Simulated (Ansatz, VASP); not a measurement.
**Ge (4H polytype (invented)): VASP beside Ansatz**

Wanted: the spread between two codes on one cell, functional and k mesh. The cell is taken from a series of runs on this material, whose earlier steps may have relaxed, scaled, displaced or heated it; both programs get it as it stands.

Calculated with Ansatz 0.2.0; plane waves, with VASP 6.6.1 beside it; relaxation of cell and atoms at r2SCAN.

### 1. The starting structure

The structure is hexagonal, space group P6_3/mmc (No. 194). The conventional cell has a = 4.002 Å, b = 4.002 Å, c = 13.146 Å, α = 90.00°, β = 90.00°, γ = 120.00°. Nearest to Ge lie 4 Ge at 2.45 to 2.47 Å. Nearest to Ge lie 4 Ge at 2.45 Å.

### 2. Ansatz: relaxation of cell and atoms, r2SCAN

Ansatz runs on its PAW soft_1 files.

The relaxed volume is the usual yardstick between codes: in a stiff, nearly cubic crystal its relative difference is about their pressure difference at one cell divided by the bulk modulus.

input.yaml

```yaml
crystal:
  lattice:
    - [4.0022857352, 0.0, 0.0]
    - [-2.0011428676, 3.4660811199, 0.0]
    - [0.0, 0.0, 13.1462692187]
  atoms:
    - { symbol: Ge, position: [0.6666666667, 0.3333333333, 0.655872439] }
    - { symbol: Ge, position: [0.0, 0.0, 0.9068200085] }
    - { symbol: Ge, position: [0.3333333333, 0.6666666667, 0.155872439] }
    - { symbol: Ge, position: [0.0, 0.0, 0.4068200085] }
    - { symbol: Ge, position: [0.6666666667, 0.3333333333, 0.844127561] }
    - { symbol: Ge, position: [0.0, 0.0, 0.0931799915] }
    - { symbol: Ge, position: [0.3333333333, 0.6666666667, 0.344127561] }
    - { symbol: Ge, position: [0.0, 0.0, 0.5931799915] }
kpoints:
  mp_grid: { grid: [9, 9, 4] }
hamiltonian:
  xc: r2scan
  pseudopotentials: { kind: paw, azcp: { folder: soft_1 } }
scf:
  occupations: { method: fixed }
output:
  forces: true
  stress: true
  eigenvalues: true
  write_density: true
  write_potential: true
  elf: true
  volumetric_format: npy
relax:
  adjacent_minimum: "off"
  f_tol: 0.001
  max_steps: 60
  cell: { stress_tol: 0.01 }
```

Run with:

```
$ ansatz run input.yaml --threads 4 --pin off --max-ram 10240MiB --backend cpu --events-out ev --progress --plain --runs-dir out
```

Numbers of over 12 decimals in the logs are rounded to 6 here.

The log of the run:

```text
Engine: ansatz 0.2.0, x86_64-unknown-linux-gnu
Pseudopotentials: kind: paw
Pseudopotential: Ge, paw, valence charge 14, recommended cutoff 500 eV (meta_gga), soft_1/Ge.paw.azcp
Functional definition: r2SCAN
  parameter k0 = 0.174
  parameter k1 = 0.065
  parameter a1 = 4.9479
  exchange = r2scan_x(k0 = k0, k1 = k1, a1 = a1)
  correlation = r2scan_c
Crystal: 8 atoms, lattice volume = 182.368 Å³
Basis set: ecut = 500 eV, 4673 PW (Γ), exchange–correlation on 120×120×384 points (64 copies of the dense FFT grid, shifted against one another)
Bands: 68, of which v1, the nominal top of the filled ones, is band 56 counted from 1 (55 counted from 0)
Symmetry: 24 space group operations
Space group: P63/mmc (ITA 194), of the structure as read, at distance tolerance 5.7e-5 Å
k-points: 36 of 324
Non-local potential: Ge, projectors of the file, l = 0: 2, l = 1: 2, l = 2: 3, l = 3: 1
PAW form: soft (Blöchl's): semilocal exchange-correlation on the pseudo side does not see the compensation charge
PAW frozen core: Ge, regenerated for the run's functional (the file was generated under x = pbe(κ = 0.804, μ = 0.219515), c = pbe(β = 0.066725))
PAW one-centre angular grid: Ge, 590 points (default); XC on 160 Gauss nodes
Initial density: superposition of atomic densities (chi_scale 0.1, normalization cell)
Initial wavefunctions: pseudopotential atomic-orbital guess
Functional: x = r2scan, c = r2scan; τ floored in thin density (d = 2e-4 eV/Å³)
iter 1 solved again at ethr=1.72e-3 eV; its pass at ethr=3.10e-3 eV (dr2=1.92e0 eV) is discarded
SCF iter   1: F=—  HF=-34422.971374 eV  |F-HF|=—  |Δ(HF+E_count)|=         —  Δρ=3.75e-2  dr2=1.92e0  dr2_τ=1.81e-2  ethr=1.72e-3  ⟨swp⟩=1.0  Hψ=10265  notcnv=0  defer=222
preconditioner: auto → Resta (q_TF=auto, 2.515 Å⁻¹)  ε∞=2.5  [insulator: Δε(μ)=0.081 eV  Ē_g=23.445 eV  n_scr=52 (ndim 8)  ℏωp=29.1 eV  f_vac=0.004  ε∞_Penn≈2.5]
SCF iter   2: F=—  HF=-34423.133580 eV  |F-HF|=—  |Δ(HF+E_count)|=   1.62e-1  Δρ=2.25e-2  dr2=7.17e-1  dr2_τ=3.53e-3  ethr=1.71e-3  ⟨swp⟩=2.0  Hψ=2314  notcnv=0  defer=354
SCF iter   3: F=—  HF=-34423.259778 eV  |F-HF|=—  |Δ(HF+E_count)|=   1.26e-1  Δρ=2.15e-3  dr2=1.03e-2  dr2_τ=1.66e-4  ethr=6.41e-4  ⟨swp⟩=3.0  Hψ=2883  notcnv=0  defer=349
SCF iter   4: F=—  HF=-34423.250724 eV  |F-HF|=—  |Δ(HF+E_count)|=   9.05e-3  Δρ=1.25e-3  dr2=2.31e-3  dr2_τ=2.10e-5  ethr=9.22e-6  ⟨swp⟩=2.9  Hψ=4378  notcnv=0  defer=359
SCF iter   5: F=—  HF=-34423.252675 eV  |F-HF|=—  |Δ(HF+E_count)|=   1.95e-3  Δρ=2.24e-4  dr2=3.81e-5  dr2_τ=2.95e-6  ethr=2.07e-6  ⟨swp⟩=3.0  Hψ=4325  notcnv=0  defer=359
SCF iter   6: F=—  HF=-34423.252747 eV  |F-HF|=—  |Δ(HF+E_count)|=   7.24e-5  Δρ=6.61e-5  dr2=5.59e-6  dr2_τ=1.07e-7  ethr=3.40e-8  ⟨swp⟩=2.0  Hψ=4464  notcnv=0  defer=292
SCF iter   7: F=—  HF=-34423.252753 eV  |F-HF|=—  |Δ(HF+E_count)|=   5.60e-6  Δρ=2.01e-5  dr2=7.43e-7  dr2_τ=1.37e-8  ethr=4.99e-9  ⟨swp⟩=2.0  Hψ=4252  notcnv=0  defer=300
SCF iter   8: F=-34423.252752 eV  HF=-34423.252752 eV  |F-HF|=7.68e-8  |Δ(HF+E_count)|=   4.96e-7  Δρ=5.63e-6  dr2=9.14e-8  dr2_τ=7.86e-10  ethr=8.93e-11  ⟨swp⟩=15.8  Hψ=22018  notcnv=0
SCF 1 converged in 8 iterations: F = -34423.252752 eV  dr2 = 9.14e-8
  greatest PAW one-centre occupation: 0.998 electrons in one spin orbital (limit 2), on the Ge atom at site 6 (counted from 0), in its partial waves of l = 2
relax step   1: F+E_penalty+E_count = -34423.25275241 eV  Δ(F+E_penalty+E_count) = +0.000e0 eV  max|allowed force component| = 1.592e-3 eV/Å  Δτ_max = 0.0000 Å  P = -0.002 GPa  Ω = 182.368 Å³  (8 SCF iters, dr2 threshold 1.00e-7 eV, accepted)
[...]
relax step   2: F+E_penalty+E_count = -34423.25275355 eV  Δ(F+E_penalty+E_count) = -1.134e-6 eV  max|allowed force component| = 3.146e-4 eV/Å  Δτ_max = 0.0001 Å  P = -0.000 GPa  Ω = 182.364 Å³  energy of the carried Pulay correction = +6.553e-7 eV  (5 SCF iters, dr2 threshold 1.58e-10 eV, accepted)
[...]
relax step   3: F+E_penalty+E_count = -34423.25275247 eV  Δ(F+E_penalty+E_count) = +1.076e-6 eV  max|allowed force component| = 3.129e-4 eV/Å  Δτ_max = 0.0000 Å  P = -0.000 GPa  Ω = 182.364 Å³  stress off target by 1.34e-3 GPa  SCF on the basis re-selected at this cell (its energy is not comparable with the rows above)  (5 SCF iters)
basis re-selected at this cell: Δ(F+E_penalty+E_count) = +1.076e-6 eV, ΔP = -0.000 GPa vs the last step (what re-selecting the basis moved, of the pressure what is left beyond the Pulay correction that the steps carried, after the strain that the cell walked since its last selection, with what the two solves' SCF thresholds leave and, on support functions, any second-order correction that the steps lacked; it is no m [...]
SCF converged after 5 iterations
Free energy (F): -34423.252752 eV
Harris-Foulkes:  -34423.252752 eV  (|F-HF|=1.46e-11)
Internal energy: -34423.252752 eV  (E = F + TS)
E sigma→0 (E₀):  -34423.252752 eV
Fermi energy:    8.337988 eV
--- Per-component energies (eV) ---
  E_band       = -1284.840749
  E_kinetic    = 739.489202
  E_local      = -18064.624901  (includes V_loc(G=0)·N_el)
  E_nonlocal   = 1747.086069
  E_hartree    = 8617.632221
  E_xc         = -526.863835
  E_vxc        = -546.477587  (∫ρ·V_xc dr)
  E_paw        = -16211.039753  (= ΣΔE_a)
  E_vpaw       = -2424.188939  (= ΣTr[D̂ρ^β])
  E_aug_tail   = -0.000035  (compensation charges beyond the density's cutoff)
  E_vtau       = 28.611097  (kinetic-family band-sum trace: ∫τ·v_τ [+ j·A + Jᵃ·Aᵃ] dr)
  E_ewald      = -10716.245636
  E_core_change = -8.686085  (= ΣΔE_core)
  E_smearing   = -0.000000  (= −TS)
  E_closure    = -0.000000  (closes the sum)
  Σ components = -34423.252752   (vs F -34423.252752, Δ=0.00e0)
--- Forces (eV/Å), atoms counted from 1 ---
  atom   1  Ge    -0.00000000     0.00000000    -0.00031289
  atom   2  Ge     0.00000000    -0.00000000    -0.00009782
  atom   3  Ge     0.00000000    -0.00000000    -0.00031289
  atom   4  Ge    -0.00000000     0.00000000    -0.00009782
  atom   5  Ge    -0.00000000     0.00000000     0.00031289
  atom   6  Ge    -0.00000000     0.00000000     0.00009782
  atom   7  Ge     0.00000000    -0.00000000     0.00031289
  atom   8  Ge     0.00000000    -0.00000000     0.00009782
  max |Σ_I F_I| component: 3.24e-17 eV/Å
--- Stress (GPa, compression-positive) ---
        0.000563      -0.000000      -0.000000
        0.000000       0.000563       0.000000
       -0.000000       0.000000      -0.001337
  P = ⅓ Tr σ = -0.0001 GPa (-0.001 kbar)
--- Band table (eV; the first three rows and the last of 36) ---
  k-point 0: bands = [... 52 lower, 7.4124, 8.1890, 8.3380, 8.3380, 8.6142, 8.6846, 9.0934, 9.4202, ... 8 higher]
  k-point 1: bands = [... 52 lower, 7.6733, 7.6733, 8.2339, 8.2339, 8.6495, 8.9500, 9.4685, 9.5864, ... 8 higher]
  k-point 2: bands = [... 52 lower, 7.9799, 7.9799, 7.9799, 7.9799, 8.7682, 8.7682, 9.7574, 9.7574, ... 8 higher]
  k-point 35: bands = [... 52 lower, 5.3571, 5.3571, 5.7246, 5.7246, 9.9268, 9.9268, 11.3107, 11.3107, ... 8 higher]
--- Relaxed structure (2 steps of the walk, 2 accepted, 1 SCFs on fresh bases) ---
  F+E_penalty+E_count = -34423.25275247 eV   max|allowed force component| = 3.129e-4 eV/Å   (the final SCF, on the basis selected at the relaxed cell)
  cell:  # Å, volume = 182.3639 Å³
    - [4.002208, 0.0, 0]
    - [-2.001104, 3.466014, 0]
    - [0, 0, 13.146462]
  atoms:
    - { symbol: Ge, position: [0.666667, 0.333333, 0.655882] }
    - { symbol: Ge, position: [0, 0, 0.906817] }
    - { symbol: Ge, position: [0.333333, 0.666667, 0.155882] }
    - { symbol: Ge, position: [0, 0, 0.406817] }
    - { symbol: Ge, position: [0.666667, 0.333333, 0.844118] }
    - { symbol: Ge, position: [0, 0, 0.093183] }
    - { symbol: Ge, position: [0.333333, 0.666667, 0.344118] }
    - { symbol: Ge, position: [0, 0, 0.593183] }
```

(Part 1 of 2 ends here.)

[Lines on the potential files, build, host, timing and source positions are cut from VASP's logs without a mark.]

[Logs are printed without paths, hosts, clocks, repeated set-up lines and the standing remarks that a program may print on its own settings, such as how far it seeks lower states.]

[Hosts, paths, dates, database ids (printed as entryN), source tags and the programs' standing remarks are cut or masked in the printed files.]
